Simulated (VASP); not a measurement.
Given:

```xyz
2
Lattice="2.8217 0.0000 0.0000 0.0000 2.8217 0.0000 0.0000 0.0000 2.8217" Properties=species:S:1:pos:R:3 pbc="T T T"
Al     1.4109     1.4109     1.4109
Co     0.0000     0.0000     0.0000
```

Level of theory: r2SCAN meta-GGA, VASP's PBE PAW potentials (set 64) (plane waves; VASP). Settings: 520 eV cut-off, 13×13×13 Γ-centred mesh, first-order Methfessel-Paxton smearing of 0.10 eV, potentials Al Co.

**Question.** Give the energy at these volumes per atom, relative to the lowest: 10.56, 10.89, 11.23, 11.57, 11.91 Å³.

**Answer.** 28.2, 6.7, 0.0, 5.9, 22.6 meV/atom. A third-order Birch-Murnaghan fit gives B0 = 199 GPa and B0′ = 4.2.

Measured: bulk modulus 162 GPa (computed value off by +23.0 %), a 2.861 Å (computed value off by -1.4 %), as given by Yamada et al., (2019), arXiv:1910.09660. The calculation is for a static lattice, while the measured bulk modulus, a hold thermal and zero-point effects, which are part of the difference.

The compound is CoAl in the CsCl type structure. It was relaxed first. The run is not spin-polarised, so no magnetic state was tried.
